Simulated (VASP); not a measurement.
OSZICAR of a VASP run on Ag (fcc):

File OSZICAR:
```
       N       E                     dE             d eps       ncg     rms          rms(c)
DAV:   1     0.430715491105E+02    0.43072E+02   -0.55639E+03  2232   0.106E+03
DAV:   2    -0.259724494499E+01   -0.45669E+02   -0.43169E+02  2220   0.201E+02
DAV:   3    -0.295665675814E+01   -0.35941E+00   -0.35911E+00  2588   0.222E+01
DAV:   4    -0.295730001632E+01   -0.64326E-03   -0.64325E-03  2445   0.895E-01
DAV:   5    -0.295730407532E+01   -0.40590E-05   -0.40577E-05  2445   0.664E-02    0.465E+00
DAV:   6    -0.272228304949E+01    0.23502E+00   -0.11542E+00  2207   0.116E+01    0.309E+00
DAV:   7    -0.271572313857E+01    0.65599E-02   -0.82382E-03  2316   0.101E+00    0.176E+00
DAV:   8    -0.271319150141E+01    0.25316E-02   -0.69315E-04  2262   0.265E-01    0.627E-02
DAV:   9    -0.271320045367E+01   -0.89523E-05   -0.73519E-06  2549   0.262E-02    0.138E-02
DAV:  10    -0.271320689457E+01   -0.64409E-05   -0.39084E-06  2353   0.249E-02    0.380E-03
DAV:  11    -0.271320661565E+01    0.27892E-06   -0.72928E-08  1113   0.294E-03
   1 F= -.21568007E+01 E0= -.21566529E+01  d E =-.215680E+01
       N       E                     dE             d eps       ncg     rms          rms(c)
DAV:   1    -0.378260438200E+01   -0.10694E+01   -0.19928E+01  2191   0.537E+01    0.678E+00
DAV:   2    -0.269746941308E+01    0.10851E+01   -0.54833E+00  2182   0.250E+01    0.148E+00
DAV:   3    -0.268082776240E+01    0.16642E-01   -0.30167E-02  2219   0.177E+00    0.938E-01
DAV:   4    -0.267555236704E+01    0.52754E-02   -0.98296E-03  2294   0.833E-01    0.111E-01
DAV:   5    -0.267551293260E+01    0.39434E-04   -0.50906E-05  2268   0.709E-02    0.626E-02
DAV:   6    -0.267552052651E+01   -0.75939E-05   -0.45880E-06  2411   0.258E-02    0.768E-03
DAV:   7    -0.267552108757E+01   -0.56107E-06   -0.42787E-08  1336   0.234E-03
   2 F= -.21637340E+01 E0= -.21636449E+01  d E =-.693325E-02
       N       E                     dE             d eps       ncg     rms          rms(c)
DAV:   1    -0.287559250082E+01   -0.20007E+00   -0.33273E+00  2189   0.228E+01    0.279E+00
DAV:   2    -0.270667283979E+01    0.16892E+00   -0.69926E-01  2184   0.924E+00    0.971E-01
DAV:   3    -0.270203530777E+01    0.46375E-02   -0.12388E-02  2209   0.112E+00    0.655E-01
DAV:   4    -0.270093237846E+01    0.11029E-02   -0.13938E-03  2274   0.373E-01    0.318E-02
DAV:   5    -0.270093658461E+01   -0.42061E-05   -0.58419E-05  2458   0.683E-02    0.129E-02
DAV:   6    -0.270093901844E+01   -0.24338E-05   -0.28446E-06  2303   0.219E-02    0.688E-04
DAV:   7    -0.270093901426E+01    0.41869E-08   -0.10930E-08  1112   0.114E-03
   3 F= -.21713311E+01 E0= -.21712144E+01  d E =-.145303E-01
```

### Question
Which electronic solver shows in the log?

### Answer
It is blocked Davidson (ALGO = Normal, or the opening steps of other solvers). The INCAR had ALGO = Normal.

### Question
Can the final energy be trusted as converged?

### Answer
The calculation finished and met its thresholds. It stopped with EDIFF = 1E-6, NELM = 100, NSW = 40 and EDIFFG = -0.02 after 3 ionic steps (PBE GGA, plane waves, VASP's PBE PAW potentials (set 64)). Energy and stress use the plane-wave basis of the starting cell.

The compound is Ag in the fcc structure. This run relaxes it under an external pressure of 5 GPa. Symmetry was kept, so distortions that lower it aren't found.
